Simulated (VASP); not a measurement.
Data:

```xyz
2
Lattice="0.0000 2.8325 2.8325 2.8325 0.0000 2.8325 2.8325 2.8325 0.0000" Properties=species:S:1:pos:R:3 pbc="T T T"
Ge     0.0000     0.0000     0.0000
Ge     1.4162     1.2162     1.4162
```

Calculation: r2SCAN meta-GGA, VASP's PBE PAW potentials (set 64) (plane waves; VASP). Numerical set-up: 480 eV cut-off, 8×8×8 Γ-centred mesh, Gaussian smearing of 0.050 eV, potentials Ge_d.

**Question.** Give the force on each atom (eV/Å).

**Answer.** 
```csv
atom,Fx,Fy,Fz
Ge1,0.000,-2.185,0.000
Ge2,0.000,2.185,0.000
```

**Question.** Give the stress tensor in GPa (positive for a compressed cell).

**Answer.** 
```
2.17  0.00  6.45
0.00  0.78  0.00
6.45  0.00  2.17
```
The pressure is its mean diagonal, 1.71 GPa.

The compound is Ge in the diamond structure. This cell was strained or had an atom moved on purpose.
